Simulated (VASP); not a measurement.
Input for VASP

POSCAR:
```
WSi
1
    0.0000000000     2.5128449499     2.5128449499
    2.5128449499     0.0000000000     2.5128449499
    2.5128449499     2.5128449499     0.0000000000
W Si
1 1
Direct
  0.0000000000   0.0000000000   0.0000000000
  0.5000000000   0.5000000000   0.5000000000
```

INCAR:
```
# general
SYSTEM   =  WSi
PREC     =  Accurate
ENCUT    =  400
LREAL    =  .FALSE.
LASPH    =  .TRUE.

# electronic loop
EDIFF    =  1E-7
NELM     =  100
ALGO     =  Normal
LMAXMIX  =  6

# smearing
ISMEAR   =  -5

# functional
GGA      =  PE

# ions
ISIF     =  2

# output
LWAVE    =  .FALSE.
LCHARG   =  .TRUE.
LORBIT   =  11
NEDOS    =  601
```

KPOINTS:
```
Regular mesh
0
gamma
14 14 14
0 0 0
```

POTCAR, in this order: W_sv Si (PBE.64 set). Program: vasp_std.

**Question.** Translate this PBE calculation to Quantum ESPRESSO's pw.x.

**Answer.** One equivalent input (not run):
```
&CONTROL
  calculation = 'scf'
  pseudo_dir = './pseudo'
  outdir = './out'
  tprnfor = .true.
  tstress = .true.
/
&SYSTEM
  ibrav = 0
  nat = 2
  ntyp = 2
  ecutwfc = 74
  occupations = 'tetrahedra'
  input_dft = 'pbe'
/
&ELECTRONS
  conv_thr = 7.3e-09
  electron_maxstep = 100
/
ATOMIC_SPECIES
  W 183.840 W.upf
  Si 28.085 Si.upf
CELL_PARAMETERS angstrom
     0.0000000    2.5128449    2.5128449
     2.5128449    0.0000000    2.5128449
     2.5128449    2.5128449    0.0000000
ATOMIC_POSITIONS crystal
  W    0.0000000  0.0000000  0.0000000
  Si   0.5000000  0.5000000  0.5000000
K_POINTS automatic
  14 14 14 0 0 0
```
Limits of the translation: the potentials are each code's own (VASP's PAW set, PseudoDojo norm-conserving files in pw.x), so ENCUT and ecutwfc are chosen apart and not converted; conv_thr bounds pw.x's estimated SCF error, while EDIFF bounds the energy change between steps.

The structure was generated: WSi was put into the rock salt type (Fm-3m), which need not be its known phase. It was relaxed first, which changed the volume by -38 %.
